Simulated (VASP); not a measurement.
Consider the following.

```yaml
crystal:
  lattice:
    - [1.44145, -2.49666, 0.00000]
    - [1.44145, 2.49666, 0.00000]
    - [0.00000, 0.00000, 4.57516]
  atoms:
    - { symbol: Ti, position: [0.33333, 0.66667, 0.25000] }
    - { symbol: Ti, position: [0.66667, 0.33333, 0.75000] }
```

The numbers are results of PBE GGA with D3 dispersion (Becke-Johnson damping), VASP's PBE PAW potentials (set 64) (plane waves; VASP), not measurements. Settings: 520 eV cut-off, 13×13×7 Γ-centred mesh, first-order Methfessel-Paxton smearing of 0.10 eV, potentials Ti_sv.

**Question.** What does the run give for the energy per atom (σ→0), band gap (on the k-mesh) with the smallest direct gap where there is one?

**Answer.** 
| Quantity | Value |
|---|---|
| band gap (on the k-mesh) | none (metal, semimetal or under 0.01 eV) |
| energy per atom (σ→0) | -8.454 eV/atom |

The absolute energy has meaning only against runs of the same code, potentials and settings.

The compound is Ti in the hcp structure. It was relaxed first, which changed the volume by -7 %. The start is the result of an earlier pass.
